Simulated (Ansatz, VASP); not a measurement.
# BN (BN, zinc blende or diamond type, a = 3.575 A) in two plane-wave programs

Wanted: the spread between two codes on one cell, functional and k mesh. The cell is taken from a series of runs on this material, whose earlier steps may have relaxed, scaled, displaced or heated it; both programs get it as it stands.

Calculated with Ansatz 0.2.0; plane waves, with VASP 6.6.1 beside it; single point at LDA.

## Step 1: Set-up

It takes space group F-43m (No. 216, cubic). Conventional cell: a = 3.575 Å, b = 3.575 Å, c = 3.575 Å, α = 90.00°, β = 90.00°, γ = 90.00°. Nearest to B lie 4 N at 1.55 Å. N has 4 B at 1.55 Å nearest. Farther neighbours and most contacts between anions are not listed.

As a file:

```xyz
4
Lattice="2.5279 0.0000 0.0000 0.0000 2.5279 0.0000 0.0000 0.0000 3.5750" Properties=species:S:1:pos:R:3 pbc="T T T"
B     0.0000    0.0000    0.0000
B     1.2640    1.2640    1.7875
N     1.2640    0.0000    0.8938
N     0.0000    1.2640    2.6813
```

## Step 2: VASP: single point, LDA

A single point gives forces, pressure and levels at one fixed geometry, so differences don't come from the geometry; what else differs is listed under the comparison.

Lines of VASP's logs that name or quote its potential files are left out, and so is its time.

Contents of INCAR:

```
SYSTEM = BN
PREC = Accurate
ENCUT = 520
EDIFF = 1E-06
NELM = 120
ISMEAR = 0
SIGMA = 0.01
LREAL = .FALSE.
ALGO = Normal
GGA = PW92
NBANDS = 14
LORBIT = 11
LWAVE = .FALSE.
LCHARG = .FALSE.
ISIF = 2
LASPH = .TRUE.
GGA_COMPAT = .FALSE.
EFERMI = MIDGAP
```

Contents of POSCAR:

```
BN
1.0
    2.5279067427      0.0000000000      0.0000000000
    0.0000000000      2.5279067427      0.0000000000
    0.0000000000      0.0000000000      3.5750000000
B N
2 2
Direct
    0.0000000000      0.0000000000      0.0000000000
    0.5000000000      0.5000000000      0.5000000000
    0.5000000000      0.0000000000      0.2500000000
    0.0000000000      0.5000000000      0.7500000000
```

Contents of KPOINTS:

```
Automatic mesh
0
Gamma
10 10 8
0 0 0
```

The projector-augmented-wave data sets are B and N (LDA family, release 64).

The run is started by

```sh
mpirun -np 1 vasp_std
```

Numbers of over 12 decimals in the logs are rounded to 6 here.

The log of the run:

```text
[banner, memory and clock lines left out]
running    1 mpi-ranks, on    1 nodes
 distrk:  each k-point on    1 cores,    1 groups
 distr:  one band on    1 cores,    1 groups

 POSCAR found type information on POSCAR B N
 POSCAR found :  2 types and       4 ions
|                                                                             |
|               ----> ADVICE to this user running VASP <----                  |
|                                                                             |
|     You enforced a specific xc type in the INCAR file but a different       |
|     [... a line on the potential file left out ...]
|     I HOPE YOU KNOW WHAT YOU ARE DOING!                                     |
|                                                                             |

 LDA part: xc-table for (Slater(with rela. corr.)+PW92), standard interpolation
 POSCAR, INCAR and KPOINTS ok, starting setup
 FFT: planning ... GRIDC
 FFT: planning ... GRID_SOFT
 FFT: planning ... GRID
 WAVECAR not read
 entering main loop
       N       E                     dE             d eps       ncg     rms          rms(c)
DAV:   1     0.380897079451E+02    0.38090E+02   -0.89006E+03  2948   0.113E+03
DAV:   2    -0.389932753069E+02   -0.77083E+02   -0.71949E+02  3980   0.235E+02
DAV:   3    -0.412575107444E+02   -0.22642E+01   -0.22555E+01  4056   0.383E+01
DAV:   4    -0.412661209913E+02   -0.86102E-02   -0.86095E-02  3090   0.264E+00
DAV:   5    -0.412661787846E+02   -0.57793E-04   -0.57785E-04  3870   0.186E-01    0.947E+00
DAV:   6    -0.391691010349E+02    0.20971E+01   -0.40428E+00  3462   0.162E+01    0.440E+00
DAV:   7    -0.389365390943E+02    0.23256E+00   -0.26333E-01  3690   0.427E+00    0.262E+00
DAV:   8    -0.388711840292E+02    0.65355E-01   -0.90488E-02  3282   0.238E+00    0.241E-01
DAV:   9    -0.388699058742E+02    0.12782E-02   -0.27316E-03  3612   0.488E-01    0.140E-01
DAV:  10    -0.388698658950E+02    0.39979E-04   -0.12065E-04  3576   0.104E-01    0.195E-02
DAV:  11    -0.388698626104E+02    0.32846E-05   -0.26631E-05  3552   0.425E-02    0.117E-02
DAV:  12    -0.388698620207E+02    0.58963E-06   -0.26250E-06  3110   0.144E-02
   1 F= -.38869862E+02 E0= -.38869862E+02  d E =0.000000E+00
```

Parts of OUTCAR (step 2):

```text
ion  position               nearest neighbor table
   1  0.000  0.000  0.000-   3 1.55   4 1.55   4 1.55   3 1.55
   2  0.500  0.500  0.500-   3 1.55   4 1.55   3 1.55   4 1.55
   3  0.500  0.000  0.250-   1 1.55   2 1.55   2 1.55   1 1.55
   4  0.000  0.500  0.750-   1 1.55   2 1.55   1 1.55   2 1.55

  LATTYP: Found a simple tetragonal cell.
 ALAT       =     2.5279067427
 C/A-ratio  =     1.4142135624

 Subroutine GETGRP returns: Found  8 space group operations
 (whereof  8 operations were pure point group operations)

The static configuration has the point symmetry D_2d.

 Found    105 irreducible k-points:

   k-points           NKPTS =    105   k-points in BZ     NKDIM =    105   number of bands    NBANDS=     14

   dimension x,y,z NGX =    20 NGY =   20 NGZ =   28
   dimension x,y,z NGXF=    40 NGYF=   40 NGZF=   56

   ENCUT  =  520.0 eV  38.22 Ry    6.18 a.u.   4.70  4.70  6.65*2*pi/ulx,y,z

   NELECT =      16.0000    total number of electrons

 k-points in reciprocal lattice and weights: Automatic mesh
   0.00000000  0.00000000  0.00000000       0.001
   0.10000000  0.00000000  0.00000000       0.005
   0.20000000  0.00000000  0.00000000       0.005
   0.30000000  0.00000000  0.00000000       0.005
   0.40000000  0.00000000  0.00000000       0.005
   0.50000000  0.00000000  0.00000000       0.003
   0.10000000  0.10000000  0.00000000       0.005
   0.20000000  0.10000000  0.00000000       0.010
   0.30000000  0.10000000  0.00000000       0.010
[...]
0.50000000  0.40000000  0.50000000       0.005
   0.50000000  0.50000000  0.50000000       0.001

 average (electrostatic) potential at core
       1 -29.1130       2 -29.1130       3 -59.7250       4 -59.7250

 E-fermi :  10.0011

 k-point     1 :       0.0000    0.0000    0.0000
  band No.  band energies     occupation
    ...
      4       2.7147      2.00000
      5       2.7147      2.00000
      6       7.8062      2.00000
      7       7.8062      2.00000
      8       7.8062      2.00000
      9      12.1959      0.00000
     10      16.6500      0.00000
     11      16.6500      0.00000
     12      16.6500      0.00000
     13      17.1462      0.00000
    ...

 k-point     2 :       0.1000    0.0000    0.0000
  band No.  band energies     occupation
    ...
      4       1.9617      2.00000
      5       2.8568      2.00000
      6       7.0441      2.00000
      7       7.3696      2.00000
      8       7.7445      2.00000
      9      12.8744      0.00000
     10      16.7890      0.00000
     11      16.8318      0.00000
     12      17.1623      0.00000
     13      17.7553      0.00000
    ...

 k-point     3 :       0.2000    0.0000    0.0000
  band No.  band energies     occupation
    ...
      4       0.4618      2.00000
      5       3.2719      2.00000
      6       5.3221      2.00000
      7       6.2645      2.00000
      8       7.5321      2.00000
      9      14.1159      0.00000
     10      17.2040      0.00000
     11      17.3725      0.00000
     12      18.0978      0.00000
     13      19.6246      0.00000
    ...

  Total        0.3298985      0.3298985      0.3298254      0.0000000     -0.0000000      0.0000000
  in kB       23.1362428     23.1362428     23.1311166      0.0000000     -0.0000000      0.0000000
  external PRESSURE =      23.1345341 kB  Pullay stress =       0.0000000 kB

  energy-cutoff  :      520.00
  volume of cell :       22.85
      direct lattice vectors                 reciprocal lattice vectors
     2.527906743  0.000000000  0.000000000     0.395584213  0.000000000  0.000000000
     0.000000000  2.527906743  0.000000000     0.000000000  0.395584213  0.000000000
     0.000000000  0.000000000  3.575000000     0.000000000  0.000000000  0.279720280

 POSITION                                       TOTAL-FORCE (eV/Angst)
 -----------------------------------------------------------------------------------
      0.00000      0.00000      0.00000        -0.000000      0.000000     -0.000000
      1.26395      1.26395      1.78750         0.000000      0.000000     -0.000000
      1.26395      0.00000      0.89375        -0.000000     -0.000000     -0.000000
      0.00000      1.26395      2.68125        -0.000000     -0.000000      0.000000
 -----------------------------------------------------------------------------------
    total drift:                                0.000000      0.000000      0.000000

  FREE ENERGIE OF THE ION-ELECTRON SYSTEM (eV)
  ---------------------------------------------------
  free  energy   TOTEN  =       -38.8698620207 eV

  energy  without entropy=      -38.8698620207  energy(sigma->0) =      -38.86986202

 total charge
# of ion       s       p       d       tot
------------------------------------------
    1        0.685   1.419   0.000   2.104
    2        0.685   1.419   0.000   2.104
    3        1.204   2.769   0.000   3.972
    4        1.204   2.769   0.000   3.972
--------------------------------------------------
tot          3.776   8.376   0.000  12.152

[... 3 further parts left out ...]
```

The run ends at a pressure of 2.31 GPa.

## Step 3: Ansatz: single point, LDA

Ansatz runs on its default PAW (the set named soft_2) files.

The same cell, functional (in two slightly different forms) and mesh now go to Ansatz, which takes its cutoff from its data sets.

Contents of input.yaml:

```yaml
crystal:
  lattice:
    - [2.5279067427, 0.0, 0.0]
    - [0.0, 2.5279067427, 0.0]
    - [0.0, 0.0, 3.575]
  atoms:
    - { symbol: B, position: [0.0, 0.0, 0.0] }
    - { symbol: "N", position: [0.5, 0.0, 0.25] }
    - { symbol: B, position: [0.5, 0.5, 0.5] }
    - { symbol: "N", position: [0.0, 0.5, 0.75] }
kpoints:
  mp_grid: { grid: [10, 10, 8] }
hamiltonian:
  xc: lda
scf:
  occupations: { method: fixed }
  convergence: { dr2_threshold: 1.0e-09 }
output:
  transmission:
    leads: [[0, 0]]
    kpoints: [[0, 0], [0.5, 0], [0.5, 0.5], [0.25, 0]]
    e_range: [-1.92, 7.44]
    de: 0.24
```

The run is started by

```sh
ansatz run input.yaml --threads 2 --pin off --max-ram 4096MiB --backend cpu --events-out ev --progress --plain --runs-dir out
```

The log of the run:

```text
Engine: ansatz 0.2.0, x86_64-unknown-linux-gnu
Pseudopotentials: kind: paw
Pseudopotential: B, paw, valence charge 3, recommended cutoff 420 eV (normal), B.paw.azcp
Pseudopotential: N, paw, valence charge 5, recommended cutoff 420 eV (normal), N.paw.azcp
Functional definition: SPW92
  exchange = slater_x
  correlation = pw_c
Crystal: 4 atoms, lattice volume = 22.845 Å³
Basis set: ecut = 420 eV, 451 PW (Γ)
Bands: 12, of which v1, the nominal top of the filled ones, is band 8 counted from 1 (7 counted from 0)
Symmetry: 16 space group operations
Space group: F-43m (ITA 216), of the structure as read, at distance tolerance 2.8e-5 Å
k-points: 105 of 800 (time reversal used)
Non-local potential: B, projectors of the file, l = 0: 2, l = 1: 2, l = 2: 1
Non-local potential: N, projectors of the file, l = 0: 2, l = 1: 2, l = 2: 1
PAW form: soft (Blöchl's): semilocal exchange-correlation on the pseudo side does not see the compensation charge
PAW frozen core: B, regenerated for the run's functional, and the local potential with it (the file was generated under x = pbe(κ = 0.804, μ = 0.219515), c = pbe(β = 0.066725))
PAW frozen core: N, regenerated for the run's functional, and the local potential with it (the file was generated under x = pbe(κ = 0.804, μ = 0.219515), c = pbe(β = 0.066725))
PAW one-centre angular grid: B, 110 points (default); XC on 64 Gauss nodes
PAW one-centre angular grid: N, 110 points (default); XC on 64 Gauss nodes
Initial density: superposition of atomic densities (neutral atoms: chi_scale 0, normalization atom), corrected by the library's trained network
Initial wavefunctions: pseudopotential atomic-orbital guess
Functional: x = slater, c = lda
SCF iter   1: F=—  HF=-1052.940089 eV  |F-HF|=—  |Δ(HF+E_count)|=         —  Δρ=8.00e-3  dr2=1.07e-2  ethr=1.77e-3  ⟨swp⟩=4.0  Hψ=5663  notcnv=0  defer=167
preconditioner: auto → none  [insulator: Δε(μ)=4.334 eV  Ē_g=18.019 eV  n_scr=6 (ndim 8)  ℏωp=31.1 eV  f_vac=0.000  ε∞_Penn≈4.0]
SCF iter   2: F=—  HF=-1052.937079 eV  |F-HF|=—  |Δ(HF+E_count)|=   3.01e-3  Δρ=3.24e-3  dr2=8.68e-4  ethr=6.68e-5  ⟨swp⟩=2.8  Hψ=2833  notcnv=0  defer=208
SCF iter   3: F=—  HF=-1052.936817 eV  |F-HF|=—  |Δ(HF+E_count)|=   2.62e-4  Δρ=1.38e-3  dr2=1.41e-4  ethr=5.42e-6  ⟨swp⟩=2.3  Hψ=2165  notcnv=0  defer=208
SCF iter   4: F=—  HF=-1052.936777 eV  |F-HF|=—  |Δ(HF+E_count)|=   3.94e-5  Δρ=3.02e-4  dr2=6.38e-6  ethr=8.80e-7  ⟨swp⟩=1.0  Hψ=1260  notcnv=0
SCF iter   5: F=—  HF=-1052.936777 eV  |F-HF|=—  |Δ(HF+E_count)|=   7.75e-7  Δρ=2.67e-5  dr2=5.92e-8  ethr=3.99e-8  ⟨swp⟩=1.7  Hψ=1820  notcnv=0
SCF iter   6: F=—  HF=-1052.936776 eV  |F-HF|=—  |Δ(HF+E_count)|=   5.25e-7  Δρ=2.00e-6  dr2=2.52e-10  ethr=6.25e-12  ⟨swp⟩=2.2  Hψ=4313  notcnv=0
SCF iter   7: F=-1052.936776 eV  HF=-1052.936776 eV  |F-HF|=2.27e-12  |Δ(HF+E_count)|=  9.48e-11  Δρ=1.43e-7  dr2=3.32e-12  ethr=1.57e-12  ⟨swp⟩=1.0  Hψ=3181  notcnv=0
SCF 1 converged in 7 iterations: F = -1052.936776 eV  dr2 = 3.32e-12
  greatest PAW one-centre occupation: 0.783 electrons in one spin orbital (limit 2), on the N atom at site 3 (counted from 0), in its partial waves of l = 0
transmission: 5 of 20 steps passed
transmission: 10 of 20 steps passed
transmission: 15 of 20 steps passed
transmission: 20 of 20 steps passed
SCF converged after 7 iterations
Free energy (F): -1052.936776 eV
Harris-Foulkes:  -1052.936776 eV  (|F-HF|=2.27e-12)
Internal energy: -1052.936776 eV  (E = F + TS)
E sigma→0 (E₀):  -1052.936776 eV
Fermi energy:    11.469369 eV
--- Per-component energies (eV) ---
  E_band       = 55.583081
  E_kinetic    = 374.308975
  E_local      = -346.610213  (includes V_loc(G=0)·N_el)
  E_nonlocal   = 117.647951
  E_hartree    = 95.502103
  E_xc         = -186.117296
  E_vxc        = -232.380997  (∫ρ·V_xc dr)
  E_paw        = -383.131155  (= ΣΔE_a)
  E_vpaw       = -48.387068  (= ΣTr[D̂ρ^β])
  E_aug_tail   = 0.000197  (compensation charges beyond the density's cutoff)
  E_ewald      = -724.789096
  E_core_change = 0.251757  (= ΣΔE_core)
  E_smearing   = -0.000000  (= −TS)
  E_closure    = 0.000000  (closes the sum)
  Σ components = -1052.936776   (vs F -1052.936776, Δ=0.00e0)
--- Band table (eV; the first three rows and the last of 105) ---
  k-point 0: bands = [... 4 lower, 6.3744, 11.4694, 11.4694, 11.4694, 15.8666, 20.3213, 20.3213, 20.3213]
  k-point 1: bands = [... 4 lower, 6.5038, 11.1311, 11.1311, 11.1365, 16.0692, 20.1256, 20.7656, 20.7656]
  k-point 2: bands = [... 4 lower, 6.8873, 10.2437, 10.3049, 10.3049, 16.6381, 19.6685, 21.4091, 21.9070]
  k-point 104: bands = [... 4 lower, 4.1884, 4.1884, 4.6693, 4.6693, 21.0537, 21.0537, 25.0888, 25.0888]
--- Transmission ---
  basis      : 57 plane waves across, 5 finite elements along
  points     : 4, as listed
  energies   : 40 from -1.920000 to 7.440000 eV about the Fermi level, 0.240000 eV apart; the leads are filled to 2.198600 eV, and channels, transmission and decay are at 2.160000 eV
  crystal 0  : N2B2, at the sites [0, 0], period 3.5750 Å: whole cells are its period
    offset         : up to 0.0000 Å between an atom of the period and one for which it stands
    channels       : 0.000000e0 a spin
    conductance    : none, the energies end too early or step too widely for 300 K: set another output.transmission.e_range or a lower de, or, where they end at an eighth of basis.ecutwfc, a higher one
    slowest decay  : 0.3790 /Å at (0.5000, 0.5000)
```

## Step 4: Differences

Known differences besides the potentials themselves: fixed occupations in Ansatz, narrow Gaussian smearing in VASP; the cutoff is 420 eV in Ansatz and 520 eV in VASP; VASP's log shows a relativistic correction to its local exchange, Ansatz's none. Total energies have different zeros and are not compared.

The two programs side by side:

```tsv
quantity	Ansatz	VASP	difference
gap on the k mesh (eV)	4.397	4.390	+0.007
```

A gap on the mesh is an upper bound, since the band edges may lie between its points.

## Step 5: Outcome

- difference in gap on the k mesh (single point, LDA): 0.0075 eV

In words: The difference in gap on the k mesh is 0.0075 eV (single point, LDA), within the 0.08 eV picked in this series as the mark of a large difference. How closely two codes agree says nothing of how well the functional describes the real material.

[Lines on the potential files, build, host, timing and source positions are cut from VASP's logs without a mark.]

[Logs are printed without paths, hosts, clocks, repeated set-up lines and the standing remarks that a program may print on its own settings, such as how far it seeks lower states.]

[Hosts, paths, dates, database ids (printed as entryN), source tags and the programs' standing remarks are cut or masked in the printed files.]
